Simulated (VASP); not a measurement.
# Lattice vibrations of Tl, part 2 of 2

How does the lattice of Tl vibrate? The start is a computed cell from the Materials Project.

VASP 6.6.1; PBE; plane waves and PAW (Tl_d).

Still holding for the runs below: The k-mesh is coarse for a metal.

So far. Step 2 (Relax the host): The run ended after 8 ionic steps, 0.068 eV below its first step, once forces and stress met EDIFFG = -0.02. The relaxed cell has a = 3.424, c = 12.151 Å (conventional setting).

## 3. Tight relaxation

Force constants are second derivatives, so residual forces and stress must first be far smaller than in an ordinary relaxation. Smearing and mesh differ from the relaxation before, which can move the cell too.

The input, INCAR:

```
SYSTEM = Tl
PREC = Accurate
ENCUT = 350
EDIFF = 1E-08
NELM = 120
ISMEAR = 1
SIGMA = 0.2
LREAL = .FALSE.
ALGO = Fast
GGA = PE
NBANDS = 32
LORBIT = 11
LWAVE = .FALSE.
LCHARG = .FALSE.
KPAR = 4
LASPH = .TRUE.
IBRION = 1
NSW = 30
ISIF = 3
EDIFFG = -0.002
POTIM = 0.4
```

The input, POSCAR:

```
Tl
1.0
    3.4235376764      0.0000000000      0.0000000000
   -1.7117688382      2.9648705985      0.0000000000
    0.0000000000      0.0000000000     12.1508034473
Tl
4
Direct
    0.6666666667      0.3333333333      0.7500000000
    0.0000000000      0.0000000000      0.5000000000
    0.3333333333      0.6666666667      0.2500000000
    0.0000000000      0.0000000000      0.0000000000
```

The input, KPOINTS:

```
Automatic mesh
0
Gamma
11 11 3
0 0 0
```

The projector-augmented-wave data sets are Tl_d (PBE family, release 64).

Command:

```sh
$ mpirun -np 4 vasp_std
```

The program printed:

```text
[... set-up lines as in an earlier step ...]
 entering main loop
       N       E                     dE             d eps       ncg     rms          rms(c)
DAV:   1     0.228273486131E+03    0.22827E+03   -0.22505E+04  2152   0.110E+03
DAV:   2    -0.379002735590E+01   -0.23206E+03   -0.22803E+03  2312   0.272E+02
DAV:   3    -0.882991705898E+01   -0.50399E+01   -0.49995E+01  2360   0.351E+01
DAV:   4    -0.886665064842E+01   -0.36734E-01   -0.36717E-01  2288   0.319E+00
DAV:   5    -0.886725234823E+01   -0.60170E-03   -0.60170E-03  2440   0.396E-01    0.356E+00
RMM:   6    -0.879199449487E+01    0.75258E-01   -0.14789E-01  2048   0.216E+00    0.249E+00
RMM:   7    -0.878170744969E+01    0.10287E-01   -0.11207E-01  2048   0.198E+00    0.735E-01
RMM:   8    -0.877916165592E+01    0.25458E-02   -0.15160E-02  2048   0.654E-01    0.562E-02
RMM:   9    -0.877916057236E+01    0.10836E-05   -0.24286E-04  2050   0.102E-01    0.199E-02
RMM:  10    -0.877916215603E+01   -0.15837E-05   -0.37993E-05  2048   0.372E-02    0.669E-03
RMM:  11    -0.877916328217E+01   -0.11261E-05   -0.97590E-06  2051   0.203E-02    0.457E-03
RMM:  12    -0.877916274102E+01    0.54115E-06   -0.22001E-06  2073   0.823E-03    0.544E-04
RMM:  13    -0.877916280475E+01   -0.63728E-07   -0.42826E-07  2062   0.390E-03    0.980E-04
RMM:  14    -0.877916267768E+01    0.12707E-06   -0.12560E-07  1876   0.193E-03    0.291E-04
RMM:  15    -0.877916260488E+01    0.72799E-07   -0.30482E-08  1284   0.933E-04    0.167E-04
RMM:  16    -0.877916259850E+01    0.63847E-08   -0.12113E-08  1222   0.628E-04
   1 F= -.87791626E+01 E0= -.87779378E+01  d E =-.877916E+01
 BRION: g(F)=  0.308E-47 g(S)=  0.250E-01
 bond charge predicted
       N       E                     dE             d eps       ncg     rms          rms(c)
DAV:   1    -0.890452313465E+01   -0.12536E+00   -0.42507E+00  2224   0.120E+01    0.136E+00
RMM:   2    -0.883660705033E+01    0.67916E-01   -0.39404E-02  2048   0.119E+00    0.814E-01
RMM:   3    -0.880296938246E+01    0.33638E-01   -0.58407E-02  2080   0.122E+00    0.942E-02
RMM:   4    -0.880304771216E+01   -0.78330E-04   -0.29410E-03  2048   0.362E-01    0.413E-02
RMM:   5    -0.880308008192E+01   -0.32370E-04   -0.54776E-04  2051   0.161E-01    0.858E-03
RMM:   6    -0.880308469897E+01   -0.46171E-05   -0.67766E-05  2049   0.546E-02    0.245E-03
RMM:   7    -0.880308634238E+01   -0.16434E-05   -0.17933E-05  2049   0.272E-02    0.168E-03
RMM:   8    -0.880308667692E+01   -0.33454E-06   -0.30868E-06  2048   0.107E-02    0.122E-03
RMM:   9    -0.880308657726E+01    0.99662E-07   -0.11097E-06  2018   0.639E-03    0.191E-04
RMM:  10    -0.880308661759E+01   -0.40329E-07   -0.24277E-07  1840   0.313E-03    0.172E-04
RMM:  11    -0.880308661779E+01   -0.20464E-09   -0.81734E-08  1706   0.172E-03
   2 F= -.88030866E+01 E0= -.88019334E+01  d E =-.239240E-01
[...]
3 F= -.85223677E+01 E0= -.85238017E+01  d E =0.280719E+00
[...]
4 F= -.88393282E+01 E0= -.88385607E+01  d E =-.316961E+00
[...]
5 F= -.88493580E+01 E0= -.88495099E+01  d E =-.100297E-01
[...]
6 F= -.88499112E+01 E0= -.88501262E+01  d E =-.553247E-03
[...]
7 F= -.88499718E+01 E0= -.88502331E+01  d E =-.605674E-04
 BRION: g(F)=  0.243E-47 g(S)=  0.425E-05 retain N=  2 mean eig= 3.04
 eig:   3.039  3.039
 bond charge predicted
       N       E                     dE             d eps       ncg     rms          rms(c)
DAV:   1    -0.885014273262E+01   -0.17094E-03   -0.60282E-03  2280   0.463E-01    0.616E-02
RMM:   2    -0.885002552902E+01    0.11720E-03   -0.13408E-04  2048   0.687E-02    0.312E-02
RMM:   3    -0.884998168225E+01    0.43847E-04   -0.64115E-05  2048   0.470E-02    0.136E-02
RMM:   4    -0.884997726329E+01    0.44190E-05   -0.10344E-05  2048   0.195E-02    0.162E-03
RMM:   5    -0.884997731164E+01   -0.48355E-07   -0.14615E-06  2050   0.795E-03    0.118E-03
RMM:   6    -0.884997729550E+01    0.16141E-07   -0.19648E-07  2053   0.291E-03    0.169E-04
RMM:   7    -0.884997732761E+01   -0.32102E-07   -0.46875E-08  1466   0.131E-03    0.122E-04
RMM:   8    -0.884997736409E+01   -0.36485E-07   -0.76923E-09  1151   0.499E-04    0.494E-05
RMM:   9    -0.884997736396E+01    0.13097E-09   -0.21493E-09   901   0.261E-04
   8 F= -.88499774E+01 E0= -.88502310E+01  d E =-.557652E-05
 BRION: g(F)=  0.106E-48 g(S)=  0.963E-08 retain N=  1 mean eig= 3.45
 eig:   3.449
 reached required accuracy - stopping structural energy minimisation
```

The job ended after 3.6 min (4 MPI ranks of Intel Xeon Platinum 8488C (Sapphire Rapids), shared host; peak memory 0.92 GiB; 14 min of CPU time).

From OUTCAR (step 3):

```text
  LATTYP: Found a hexagonal cell.
 ALAT       =     3.4235376764
 C/A-ratio  =     3.5491951881

 Found     32 irreducible k-points:

   k-points           NKPTS =     32   k-points in BZ     NKDIM =     32   number of bands    NBANDS=     32

   dimension x,y,z NGX =    24 NGY =   24 NGZ =   80
   dimension x,y,z NGXF=    48 NGYF=   48 NGZF=  160

   ENCUT  =  350.0 eV  25.72 Ry    5.07 a.u.   5.22  5.22 18.54*2*pi/ulx,y,z

   NELECT =      52.0000    total number of electrons

 E-fermi :   5.8595

 k-point     1 :       0.0000    0.0000    0.0000
  band No.  band energies     occupation
    ...
     21      -3.7120      2.00000
     22      -2.4207      2.00000
     23      -2.4055      2.00000
     24       0.5691      2.00000
     25       3.2598      2.00000
     26       8.7587     -0.00000
     27       8.7694     -0.00000
     28      13.6576      0.00000
     29      13.6576      0.00000
     30      14.5404      0.00000
    ...

 k-point     2 :       0.0909    0.0000    0.0000
  band No.  band energies     occupation
    ...
     21      -3.5638      2.00000
     22      -2.2711      2.00000
     23      -2.2553      2.00000
     24       0.6687      2.00000
     25       3.4479      2.00000
     26       8.8452     -0.00000
     27       8.8576     -0.00000
     28      12.0516      0.00000
     29      13.0065      0.00000
     30      13.0974      0.00000
    ...

  Total       -0.0006847     -0.0006847      0.0002464      0.0000000     -0.0000000      0.0000000
  in kB       -0.0089702     -0.0089702      0.0032279      0.0000000     -0.0000000      0.0000000
  external PRESSURE =      -0.0049042 kB  Pullay stress =       0.0000000 kB

  energy-cutoff  :      350.00
  volume of cell :      122.29
      direct lattice vectors                 reciprocal lattice vectors
     3.511550491 -0.000000000 -0.000000000     0.284774490  0.164414628 -0.000000000
    -1.755775246  3.041091932 -0.000000000     0.000000000  0.328829257 -0.000000000
    -0.000000000  0.000000000 11.451963163     0.000000000  0.000000000  0.087321273

 POSITION                                       TOTAL-FORCE (eV/Angst)
 -----------------------------------------------------------------------------------
      1.75578      1.01370      8.58897         0.000000     -0.000000      0.000000
     -0.00000      0.00000      5.72598        -0.000000      0.000000      0.000000
     -0.00000      2.02739      2.86299        -0.000000      0.000000     -0.000000
     -0.00000      0.00000     -0.00000         0.000000      0.000000      0.000000
 -----------------------------------------------------------------------------------
    total drift:                               -0.000000      0.000000     -0.000000

  FREE ENERGIE OF THE ION-ELECTRON SYSTEM (eV)
  ---------------------------------------------------
  free  energy   TOTEN  =        -8.8499773640 eV

  energy  without entropy=       -8.8507382666  energy(sigma->0) =       -8.85023100

 total charge
# of ion       s       p       d       tot
------------------------------------------
    1        1.180   0.372   9.635  11.186
    2        1.189   0.364   9.636  11.189
    3        1.180   0.372   9.635  11.186
    4        1.189   0.364   9.636  11.189
--------------------------------------------------
tot          4.738   1.471  38.542  44.750

[... 3 parts as in an earlier step ...]

[... 7 further parts left out ...]
```

CONTCAR:

```
Tl
   1.00000000000000
     3.5115504910042925   -0.0000000000000000   -0.0000000000000000
    -1.7557752455021463    3.0410919317999570   -0.0000000000000000
    -0.0000000000000000    0.0000000000000000   11.4519631625083882
  Tl
     4
Direct
     0.6666666667000030    0.3333333332999970    0.7500000000000000
    -0.0000000000000000    0.0000000000000000    0.5000000000000000
     0.3333333332999970    0.6666666667000030    0.2500000000000000
    -0.0000000000000000    0.0000000000000000   -0.0000000000000000
```

Relaxation path:

```
step  energy less that of the first step (eV)  largest force (eV/Å)  pressure (GPa)  volume (Å³)
   1                                   0.0000                0.0000           -0.01       123.33
   2                                  -0.0239                0.0000           -0.11       123.29
   3                                   0.2568                0.0000            3.41       115.20
   4                                  -0.0602                0.0000           -0.29       123.78
   5                                  -0.0702                0.0000           -0.12       122.80
   6                                  -0.0707                0.0000           -0.01       122.35
   7                                  -0.0708                0.0000            0.01       122.26
   8                                  -0.0708                0.0000            0.00       122.29
```

```
conventional cell, symmetrised  before   after  change
                         a (Å)   3.424   3.512  +2.6 %
                         b (Å)   3.424   3.512  +2.6 %
                         c (Å)  12.151  11.452  -5.8 %
              volume (Å³/atom)   30.83   30.57  -0.8 %
```

Final coordinates:

```xyz
4
Lattice="3.5116 0.0000 0.0000 -1.7558 3.0411 0.0000 0.0000 0.0000 11.4520" Properties=species:S:1:pos:R:3 pbc="T T T"
Tl    1.7558    1.0137    8.5890
Tl    0.0000    0.0000    5.7260
Tl    0.0000    2.0274    2.8630
Tl    0.0000    0.0000    0.0000
```

Numbers from this step:

| Property | Result |
| --- | --- |
| electronic cycles | 109 |
| free energy (TOTEN) | -8.850 eV |
| energy at zero smearing | -8.850 eV |
| Fermi energy | 5.859 eV |
| pressure | -4.90e-4 GPa |

The run ended after 8 ionic steps, 0.071 eV below its first step, once forces and stress met EDIFFG = -0.002.

## 4. Force constants in the supercell

System of this step: Tl. The cell holds 48 atoms: 48 Tl. Its edges and angles: a = 12.967 Å, b = 12.967 Å, c = 35.935 Å, α = 147.6°, β = 147.6°, γ = 55.9°. It derives from Tl.

Each independent atom is moved by 0.015 Å both ways; the forces give the force constants out to half the supercell.

The input, INCAR:

```
SYSTEM = Tl
PREC = Accurate
ENCUT = 350
EDIFF = 1E-07
NELM = 120
ISMEAR = 1
SIGMA = 0.2
LREAL = Auto
ALGO = Fast
GGA = PE
NBANDS = 364
LWAVE = .FALSE.
LCHARG = .FALSE.
KPAR = 4
LASPH = .TRUE.
IBRION = 6
NSW = 1
NFREE = 2
POTIM = 0.015
ISIF = 0
ADDGRID = .TRUE.
```

The input, POSCAR:

```
Tl
1.0
   -5.2673257365      3.0410919318     11.4519631625
    5.2673257365     -3.0410919318     11.4519631625
    5.2673257365      9.1232757954    -34.3558894875
Tl
48
Direct
    0.5416666666      0.7083333333      0.1666666667
    0.0416666666      0.2083333333      0.1666666667
    0.0416666667      0.7083333333      0.3333333333
    0.5416666666      0.2083333333      0.3333333333
    0.5416666666      0.7083333333      0.5000000000
    0.0416666666      0.2083333333      0.5000000000
    0.0416666667      0.7083333334      0.6666666667
    0.5416666667      0.2083333333      0.6666666667
    0.5416666666      0.7083333333      0.8333333333
    0.0416666666      0.2083333333      0.8333333333
    0.0416666666      0.7083333333      0.0000000000
    0.5416666666      0.2083333333      0.0000000000
    0.2500000000      0.2500000000      0.0000000000
    0.7500000000      0.7500000000      0.0000000000
    0.7500000000      0.2500000000      0.1666666667
    0.2500000000      0.7500000000      0.1666666667
    0.2500000000      0.2500000000      0.3333333333
    0.7500000000      0.7500000000      0.3333333333
    0.7500000000      0.2500000000      0.5000000000
    0.2500000000      0.7500000000      0.5000000000
    0.2500000000      0.2500000000      0.6666666667
    0.7500000000      0.7500000000      0.6666666667
    0.7500000000      0.2500000000      0.8333333333
    0.2500000000      0.7500000000      0.8333333333
    0.4583333334      0.2916666666      0.1666666667
    0.9583333333      0.7916666667      0.1666666667
    0.9583333334      0.2916666666      0.3333333333
    0.4583333334      0.7916666667      0.3333333333
    0.4583333333      0.2916666666      0.5000000000
    0.9583333333      0.7916666666      0.5000000000
    0.9583333334      0.2916666667      0.6666666667
    0.4583333334      0.7916666667      0.6666666667
    0.4583333333      0.2916666666      0.8333333333
    0.9583333333      0.7916666667      0.8333333333
    0.9583333334      0.2916666667      0.0000000000
    0.4583333333      0.7916666667      0.0000000000
    0.0000000000      0.0000000000      0.0000000000
    0.5000000000      0.5000000000      0.0000000000
    0.5000000000      0.0000000000      0.1666666667
    0.0000000000      0.5000000000      0.1666666667
    0.0000000000      0.0000000000      0.3333333333
    0.5000000000      0.5000000000      0.3333333333
    0.5000000000      0.0000000000      0.5000000000
    0.0000000000      0.5000000000      0.5000000000
    0.0000000000      0.0000000000      0.6666666667
    0.5000000000      0.5000000000      0.6666666667
    0.5000000000      0.0000000000      0.8333333333
    0.0000000000      0.5000000000      0.8333333333
```

The input, KPOINTS:

```
Automatic mesh
0
Gamma
5 5 5
0 0 0
```

Command:

```sh
$ mpirun -np 4 vasp_std
```

The program printed:

```text
[banner, memory and clock lines left out]
running    4 mpi-ranks, on    1 nodes
[...]
LDA part: xc-table for (Slater+PW92), standard interpolation
 POSCAR, INCAR and KPOINTS ok, starting setup
[...]
entering main loop
       N       E                     dE             d eps       ncg     rms          rms(c)
DAV:   1     0.319229893260E+04    0.31923E+04   -0.26885E+05 19936   0.119E+03
DAV:   2     0.221268655540E+02   -0.31702E+04   -0.30849E+04 20636   0.308E+02
DAV:   3    -0.104956986789E+03   -0.12708E+03   -0.12394E+03 21392   0.472E+01
DAV:   4    -0.107071121126E+03   -0.21141E+01   -0.20957E+01 20936   0.519E+00
DAV:   5    -0.107102247962E+03   -0.31127E-01   -0.31121E-01 21056   0.735E-01    0.124E+01
RMM:   6    -0.106181263414E+03    0.92098E+00   -0.18760E+00 19656   0.233E+00    0.868E+00
RMM:   7    -0.106058013256E+03    0.12325E+00   -0.13838E+00 19656   0.210E+00    0.262E+00
RMM:   8    -0.106028115692E+03    0.29898E-01   -0.18356E-01 19656   0.692E-01    0.209E-01
RMM:   9    -0.106028107664E+03    0.80275E-05   -0.32094E-03 19666   0.110E-01    0.679E-02
```

Elapsed: 3.4 h, on 4 MPI ranks.

The run was stopped at its time limit, so it gives no result of its own.

## 5. Outcome

* result: none

What this shows: The session ends without its result: «force constants in the supercell» met its time limit.

[Lines on the potential files, build, host, timing and source positions are cut from VASP's logs without a mark.]

[Logs are printed without paths, hosts, clocks, repeated set-up lines and the standing remarks that a program may print on its own settings, such as how far it seeks lower states.]

[Hosts, paths, dates, database ids (printed as entryN), source tags and the programs' standing remarks are cut or masked in the printed files.]

[Runs that stopped without an error message from VASP are left out.]
